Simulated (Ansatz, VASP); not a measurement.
# C (Diamond): VASP beside Ansatz

Wanted: the spread between two codes on one cell, functional and k mesh. The cell is taken from a series of runs on this material, whose earlier steps may have relaxed, scaled, displaced or heated it; both programs get it as it stands.

Main program and level: Ansatz 0.2.0; plane waves, with VASP 6.6.1 beside it; zone-centre phonons at LDA.

### 1. The structure

It takes space group Fd-3m (No. 227, cubic). The conventional cell has a = 3.532 Å, b = 3.532 Å, c = 3.532 Å, α = 90.00°, β = 90.00°, γ = 90.00°. Nearest to C lie 4 C at 1.53 Å.

### 2. Ansatz: zone-centre phonons, LDA

Ansatz runs on its default PAW (the set named soft_2) files.

Second derivatives magnify differences that forces hide, and they need a tight electronic threshold.

Contents of input.yaml:

```yaml
crystal:
  lattice:
    - [0.0, 1.765868803, 1.765868803]
    - [1.765868803, 0.0, 1.765868803]
    - [1.765868803, 1.765868803, 0.0]
  atoms:
    - { symbol: C, position: [0.0, 0.0, 0.0] }
    - { symbol: C, position: [0.25, 0.25, 0.25] }
kpoints:
  mp_grid: { grid: [12, 12, 12] }
hamiltonian:
  xc: lda
scf:
  occupations: { method: fixed }
  lower_state_search: "off"
output:
  eigenvalues: true
phonons:
  method: dfpt
  dielectric: true
  rigid_motions: translations
  qmesh: [6, 6, 6]
  temperatures: { t_max: 1000, t_step: 50 }
  qpath:
    path:
      - [[0.0, 0.0, 0.0], [0.5, 0.0, 0.5], [0.625, 0.25, 0.625]]
      - [[0.375, 0.375, 0.75], [0.0, 0.0, 0.0], [0.5, 0.5, 0.5], [0.5, 0.25, 0.75], [0.5, 0.0, 0.5]]
    npoints: 10
```

Started as:

```bash
> ansatz run input.yaml --threads 8 --pin off --max-ram 16384MiB --backend cpu --events-out ev --progress --plain --runs-dir out
```

Numbers of over 12 decimals in the logs are rounded to 6 here.

Log:

```text
Engine: ansatz 0.2.0, aarch64-unknown-linux-gnu
Pseudopotentials: kind: paw
Pseudopotential: C, paw, valence charge 4, recommended cutoff 420 eV (normal), C.paw.azcp
Functional definition: SPW92
  exchange = slater_x
  correlation = pw_c
Crystal: 2 atoms, lattice volume = 11.013 Å³
Basis set: ecut = 420 eV, 181 PW (Γ), exchange–correlation on 40×40×40 points (8 copies of the dense FFT grid, shifted against one another)
Bands: 8, of which v1, the nominal top of the filled ones, is band 4 counted from 1 (3 counted from 0)
Symmetry: 48 space group operations
k-points: 280 of 1728 (irreducible under 4 space group operations, time reversal used)
Non-local potential: C, projectors of the file, l = 0: 2, l = 1: 2, l = 2: 1
PAW form: soft (Blöchl's): semilocal exchange-correlation on the pseudo side does not see the compensation charge
PAW frozen core: C, regenerated for the run's functional, and the local potential with it (the file was generated under x = pbe(κ = 0.804, μ = 0.219515), c = pbe(β = 0.066725))
PAW one-centre angular grid: C, 110 points (default); XC on 64 Gauss nodes
Initial density: superposition of atomic densities (neutral atoms: chi_scale 0, normalization atom), corrected by the library's trained network
Initial wavefunctions: pseudopotential atomic-orbital guess
Functional: x = slater, c = lda
SCF iter   1: F=—  HF=-485.985952 eV  |F-HF|=—  |Δ(HF+E_count)|=         —  Δρ=7.48e-3  dr2=2.29e-3  ethr=1.77e-3  ⟨swp⟩=3.9  Hψ=13297  notcnv=0  defer=460
preconditioner: auto → none  [insulator: Δε(μ)=4.187 eV  Ē_g=19.918 eV  n_scr=0 (ndim 8)  ℏωp=31.6 eV  f_vac=0.000  ε∞_Penn≈3.5]
SCF iter   2: F=—  HF=-485.985355 eV  |F-HF|=—  |Δ(HF+E_count)|=   5.97e-4  Δρ=3.54e-3  dr2=4.86e-4  ethr=2.86e-5  ⟨swp⟩=1.4  Hψ=4589  notcnv=0  defer=470
SCF iter   3: F=—  HF=-485.985221 eV  |F-HF|=—  |Δ(HF+E_count)|=   1.34e-4  Δρ=9.29e-5  dr2=5.84e-7  ethr=6.07e-6  ⟨swp⟩=1.8  Hψ=2585  notcnv=0  defer=551
SCF iter   4: F=—  HF=-485.985221 eV  |F-HF|=—  |Δ(HF+E_count)|=   4.19e-7  Δρ=2.50e-5  dr2=3.46e-8  ethr=7.30e-9  ⟨swp⟩=2.7  Hψ=3306  notcnv=0
SCF iter   5: F=—  HF=-485.985221 eV  |F-HF|=—  |Δ(HF+E_count)|=   2.09e-9  Δρ=8.02e-6  dr2=6.02e-9  ethr=4.33e-10  ⟨swp⟩=2.0  Hψ=3360  notcnv=0
SCF iter   6: F=—  HF=-485.985221 eV  |F-HF|=—  |Δ(HF+E_count)|=   2.42e-9  Δρ=1.87e-6  dr2=3.37e-10  ethr=7.53e-11  ⟨swp⟩=2.0  Hψ=3360  notcnv=0
SCF iter   7: F=-485.985221 eV  HF=-485.985221 eV  |F-HF|=3.98e-13  |Δ(HF+E_count)|=  1.45e-10  Δρ=8.14e-8  dr2=5.94e-13  ethr=1.25e-12  ⟨swp⟩=6.8  Hψ=11486  notcnv=0
SCF 1 converged in 7 iterations: F = -485.985221 eV  dr2 = 5.94e-13
  greatest PAW one-centre occupation: 0.641 electrons in one spin orbital (limit 2), on the C atom at site 1 (counted from 0), in its partial waves of l = 0
NSCF: frozen V_eff on 1 k-points
DFPT response loops at Γ: preconditioner auto → none (the input reference at scf.mixing.eps_inf says where Resta's filter doesn't serve); β = 0.50; Broyden in place of MSR1
── the response to a field inside a basis, on 12×12×12 k-points: an SCF that follows is theirs, and a resumed run solves both again ──
Bands: 5, of which v1, the nominal top of the filled ones, is band 4 counted from 1 (3 counted from 0)
k-points: 182 of 1728 (irreducible under 12 space group operations)
Initial density: handed on by an earlier stage of this run
Initial wavefunctions: pseudopotential atomic-orbital guess (no wavefunctions were taken with the density)
Eigensolver: Dense (182 Hₖ)
SCF iter   1: F=—  HF=-485.991562 eV  |F-HF|=—  |Δ(HF+E_count)|=         —  Δρ=9.97e-4  dr2=1.55e-5  ethr=1.00e-1
preconditioner: auto → none  [insulator: Δε(μ)=4.409 eV  Ē_g=16.156 eV  n_scr=0 (ndim 8)  ℏωp=31.6 eV  f_vac=0.000  ε∞_Penn≈4.8]
SCF iter   2: F=—  HF=-485.991565 eV  |F-HF|=—  |Δ(HF+E_count)|=   3.04e-6  Δρ=4.88e-4  dr2=3.36e-6  ethr=1.94e-7
SCF iter   3: F=-485.991567 eV  HF=-485.991567 eV  |F-HF|=7.32e-9  |Δ(HF+E_count)|=   1.58e-6  Δρ=2.63e-5  dr2=9.89e-9  ethr=4.20e-8
SCF 1 converged in 3 iterations: F = -485.991567 eV  dr2 = 9.89e-9
DFPT response loops at Γ: mixed as the last ones told, above
NSCF: frozen V_eff on 72 k-points
NSCF: frozen V_eff on 1872 k-points
DFPT response loops at q = (0, 0, 0.166667) (fractional): mixed as the last ones told, above
NSCF: frozen V_eff on 1872 k-points
DFPT response loops at q = (0, 0, 0.333333) (fractional): mixed as the last ones told, above
NSCF: frozen V_eff on 952 k-points
DFPT response loops at q = (0, 0, -0.5) (fractional): mixed as the last ones told, above
NSCF: frozen V_eff on 1020 k-points
DFPT response loops at q = (0, 0.166667, 0.166667) (fractional): mixed as the last ones told, above
NSCF: frozen V_eff on 3456 k-points
DFPT response loops at q = (0, 0.166667, 0.333333) (fractional): mixed as the last ones told, above
NSCF: frozen V_eff on 3456 k-points
DFPT response loops at q = (0, 0.166667, -0.5) (fractional): mixed as the last ones told, above
NSCF: frozen V_eff on 3456 k-points
DFPT response loops at q = (0, 0.166667, -0.333333) (fractional): mixed as the last ones told, above
NSCF: frozen V_eff on 1872 k-points
DFPT response loops at q = (0, 0.166667, -0.166667) (fractional): mixed as the last ones told, above
NSCF: frozen V_eff on 1020 k-points
[...]
ASR residual per site (eV/Å²): 2.45e-5 2.45e-5
  Γ frequencies (cm⁻¹): 0.00 0.00 0.00 1323.42 1323.42 1323.42
  ε∞ (high-frequency dielectric tensor):
        5.765453    -0.000000    -0.000000
       -0.000000     5.765453     0.000000
       -0.000000     0.000000     5.765453
  ε⁰ (static dielectric tensor: ions relaxed, cell fixed):
        5.765453    -0.000000    -0.000000
       -0.000000     5.765453     0.000000
       -0.000000     0.000000     5.765453
  ε⁰ − ε∞ (ionic part):
        0.000000     0.000000    -0.000000
        0.000000     0.000000    -0.000000
       -0.000000    -0.000000     0.000000
  softest optical mode at Γ: 1323.42 cm⁻¹; the repairs (sum rule, projections) moved no ω² at Γ by more than (0.74 cm⁻¹)²
  Born effective charges Z* (e; rows j = field, columns β = displacement):
    site 0:
         0.00000    0.00000    0.00000
        -0.00000    0.00000    0.00000
         0.00000   -0.00000    0.00000
    site 1:
         0.00000   -0.00000   -0.00000
         0.00000    0.00000   -0.00000
        -0.00000    0.00000    0.00000
  Z* charge neutrality: 5.030e-4 e pre-enforcement
  solved inside a basis spanned on kpoints, on 12×12×12 k-points, its susceptibility summed on 18×18×18: ε∞ is read to err by 1.5e-2, Z* by 4.4e-3 e (field_mesh: kpoints solves on kpoints)
  optical modes at Γ without the LO–TO term, one row a degenerate level:
      ω (cm⁻¹)  modes    IR ((D/Å)²/amu)
       1323.42      3             0.0000
  optical modes at Γ + LO–TO along q̂ = [1.0000, 0.0000, 0.0000]:
      ω (cm⁻¹)  modes    IR ((D/Å)²/amu)
       1323.42      3             0.0000
  optical modes at Γ + LO–TO along q̂ = [0.0000, 1.0000, 0.0000]:
      ω (cm⁻¹)  modes    IR ((D/Å)²/amu)
       1323.42      3             0.0000
  optical modes at Γ + LO–TO along q̂ = [0.0000, 0.0000, 1.0000]:
      ω (cm⁻¹)  modes    IR ((D/Å)²/amu)
       1323.42      3             0.0000
--- Phonons (arbitrary-q DFPT): 16 irreducible q on the 6×6×6 mesh ---
  q = [0.0000, 0.0000, 0.0000] (star 1, of the zone-centre solve; hermiticity 7.35e-16, symmetrization 7.35e-16): 0.00 0.00 0.00 1323.42 1323.42 1323.42
  q = [0.0000, 0.0000, 0.1667] (star 8, 1 solved perturbation on 936 of 1728 k-point pairs; hermiticity 1.94e-9, symmetrization 4.00e-15): 300.48 300.48 490.94 1295.07 1295.07 1332.71
  q = [0.0000, 0.0000, 0.3333] (star 8, 1 solved perturbation on 936 of 1728 k-point pairs; hermiticity 5.93e-9, symmetrization 3.63e-15): 490.31 490.31 885.24 1249.12 1249.12 1317.67
  q = [0.0000, 0.0000, -0.5000] (star 4, 1 solved perturbation on 476 of 1728 k-point pairs; hermiticity 3.62e-15, symmetrization 3.62e-15): 550.56 550.56 1076.28 1230.83 1230.83 1265.50
  q = [0.0000, 0.1667, 0.1667] (star 6, 2 solved perturbations in 804 linear systems a pass and spin channel, the states on 510 of 1728 k-point pairs; hermiticity 3.03e-9, symmetrization 3.81e-13): 380.96 380.96 530.44 1276.71 1276.71 1339.07
  q = [0.0000, 0.1667, 0.3333] (star 24, 2 solved perturbations in 2664 linear systems a pass and spin channel, the states on 1728 of 1728 k-point pairs; hermiticity 8.04e-9, symmetrization 8.39e-16): 540.67 596.92 800.11 1228.02 1234.41 1320.68
  q = [0.0000, 0.1667, -0.5000] (star 24, 2 solved perturbations in 2664 linear systems a pass and spin channel, the states on 1728 of 1728 k-point pairs; hermiticity 2.31e-9, symmetrization 2.67e-15): 624.71 713.79 1026.39 1192.93 1208.54 1253.57
  q = [0.0000, 0.1667, -0.3333] (star 24, 2 solved perturbations in 2664 linear systems a pass and spin channel, the states on 1728 of 1728 k-point pairs; hermiticity 5.80e-9, symmetrization 2.56e-15): 604.63 694.39 958.04 1196.84 1237.18 1261.82
  q = [0.0000, 0.1667, -0.1667] (star 12, 2 solved perturbations in 1446 linear systems a pass and spin channel, the states on 936 of 1728 k-point pairs; hermiticity 5.28e-9, symmetrization 1.64e-15): 463.84 545.32 689.79 1249.24 1273.87 1312.39
  q = [0.0000, 0.3333, 0.3333] (star 6, 2 solved perturbations in 804 linear systems a pass and spin channel, the states on 510 of 1728 k-point pairs; hermiticity 1.66e-8, symmetrization 5.27e-13): 663.92 663.92 955.48 1170.82 1170.82 1330.96
  q = [0.0000, 0.3333, -0.5000] (star 24, 2 solved perturbations in 2664 linear systems a pass and spin channel, the states on 1728 of 1728 k-point pairs; hermiticity 5.79e-9, symmetrization 1.36e-15): 739.67 851.46 1025.45 1127.76 1156.68 1264.94
  q = [0.0000, 0.3333, -0.3333] (star 12, 2 solved perturbations in 1446 linear systems a pass and spin channel, the states on 936 of 1728 k-point pairs; hermiticity 3.16e-9, symmetrization 9.22e-16): 722.51 986.71 987.31 1083.06 1134.18 1262.76
  q = [0.0000, -0.5000, -0.5000] (star 3, 2 solved perturbations in 443 linear systems a pass and spin channel, the states on 280 of 1728 k-point pairs; hermiticity 2.60e-15, symmetrization 2.38e-15): 788.41 788.41 1097.32 1097.32 1219.48 1219.48
  q = [0.1667, 0.3333, -0.5000] (star 24, 3 solved perturbations on 936 of 1728 k-point pairs; hermiticity 3.65e-9, symmetrization 1.09e-15): 705.99 781.02 915.26 1156.77 1223.72 1260.15
  q = [0.1667, 0.3333, -0.3333] (star 24, 2 solved perturbations in 2604 linear systems a pass and spin channel, the states on 1728 of 1728 k-point pairs; hermiticity 1.56e-9, symmetrization 6.61e-13): 770.71 884.37 1037.02 1079.87 1179.45 1229.65
  q = [0.1667, -0.5000, -0.3333] (star 12, 3 solved perturbations on 510 of 1728 k-point pairs; hermiticity 4.24e-9, symmetrization 5.15e-13): 876.43 876.43 1052.72 1052.72 1191.95 1191.95
  sum rule: each row above includes the acoustic sum rule's correction from the zone centre's row sums; it moved no ω² by more than (0.74 cm⁻¹)²
  mesh force constants: q→R imaginary residual 2.58e-19; ASR residual 2.447e-5 → 0.000e0 eV/Å²; symmetrization residual 2.132e-14 eV/Å²
  interpolated dispersion: 62 rows × 6 modes
  density of states and harmonic sums: on the 30×30×30 q-mesh, interpolated from the force constants of a 6×6×6 supercell (no non-analytic term)
  largest difference from the sums on the solved wave vectors: F 2.06e-3 eV, S 3.25e-6 and C_V 1.19e-6 eV/K
  zero-point energy: 0.367473 eV/cell   skipped modes (ω ≤ 0): 3   left out of the sums: 1.85e-5 of the cell's modes: C_V's classical limit lies that fraction below 3 k_B per atom; for a crystal, a wire or a layer, F and S can be off by more, and a phonons.interpolated_qmesh denser along its periods is the remedy for the sampling
[key lines of the parts left out:]
SCF converged after 7 iterations
Free energy (F): -485.985221 eV
Fermi energy:    13.602935 eV
```

In the SCF lines HF is the Harris–Foulkes energy and dr2 the Hartree energy of the density residual, in eV; the loop may stop once dr2 is under the threshold and the program's other checks hold. Hψ counts applications of the Hamiltonian.

(Part 1 of 2 ends here.)

[Lines on the potential files, build, host, timing and source positions are cut from VASP's logs without a mark.]

[Logs are printed without paths, hosts, clocks, repeated set-up lines and the standing remarks that a program may print on its own settings, such as how far it seeks lower states.]

[Hosts, paths, dates, database ids (printed as entryN), source tags and the programs' standing remarks are cut or masked in the printed files.]
